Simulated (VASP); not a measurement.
An input for Quantum ESPRESSO's pw.x (written as the equivalent of a VASP run, and not itself run):

```
&CONTROL
  calculation = 'scf'
  pseudo_dir = './pseudo'
  outdir = './out'
  tprnfor = .true.
  tstress = .false.
/
&SYSTEM
  ibrav = 0
  nat = 5
  ntyp = 2
  ecutwfc = 82.3
  occupations = 'smearing'
  smearing = 'gaussian'
  degauss = 0.003675
  input_dft = 'hse'
  nqx1 = 1
  nqx2 = 1
  nqx3 = 1
  screening_parameter = 0.1058
/
&ELECTRONS
  conv_thr = 7.3e-08
  electron_maxstep = 100
/
ATOMIC_SPECIES
  Bi 208.980 Bi.upf
  Te 127.600 Te.upf
CELL_PARAMETERS angstrom
     2.1997870    1.2700470   10.7072730
    -2.1997870    1.2700470   10.7072730
     0.0000000   -2.5400960   10.7072730
ATOMIC_POSITIONS crystal
  Bi   0.6031700  0.6031700  0.6031700
  Bi   0.3968300  0.3968300  0.3968300
  Te   0.7831930  0.7831930  0.7831930
  Te   0.2168070  0.2168070  0.2168070
  Te   0.0000000  0.0000000  0.0000000
K_POINTS automatic
  1 1 1 0 0 0
```

Problem. Write the VASP files for the same calculation (HSE06).

Solution. Several could match; the one computed here: 
INCAR:
```
SYSTEM = Bi2Te3
PREC = Accurate
ENCUT = 300
EDIFF = 1E-6
NELM = 100
ALGO = Normal
LREAL = .FALSE.
LASPH = .TRUE.
ISMEAR = 0
SIGMA = 0.05
GGA = PE
HFSCREEN = 0.2
AEXX = 0.25
LHFCALC = .TRUE.
PRECFOCK = Fast
ISYM = 3
LMAXMIX = 4
LWAVE = .FALSE.
LCHARG = .FALSE.
ISIF = 2
```

KPOINTS:
```
Automatic mesh
0
Gamma
1 1 1
0 0 0
```

### POSCAR
```
Bi2Te3
1
    2.1997870000     1.2700470000    10.7072730000
   -2.1997870000     1.2700470000    10.7072730000
    0.0000000000    -2.5400960000    10.7072730000
Bi Te
2 3
Direct
  0.6031700000   0.6031700000   0.6031700000
  0.3968300000   0.3968300000   0.3968300000
  0.7831930000   0.7831930000   0.7831930000
  0.2168070000   0.2168070000   0.2168070000
  0.0000000000   0.0000000000   0.0000000000
```

POTCAR, in this order: Bi_d Te (PBE.64 set). Program: vasp_std.

What does not carry over: the potentials are each code's own (VASP's PAW set, PseudoDojo norm-conserving files in pw.x), so ENCUT and ecutwfc are chosen apart and not converted; conv_thr bounds pw.x's estimated SCF error, while EDIFF bounds the energy change between steps.

The structure comes from a computed database's Bi2Te3 entry; how it stands against other phases isn't given here. The cell was not relaxed at this level. The k-mesh is coarse (spacing up to 1.66 per Å, 2π included), so the numbers may not be converged in it. The run is one of a series of settings (KPOINTS 1×1×1 Γ-centred mesh against the base run), some of them coarse on purpose.
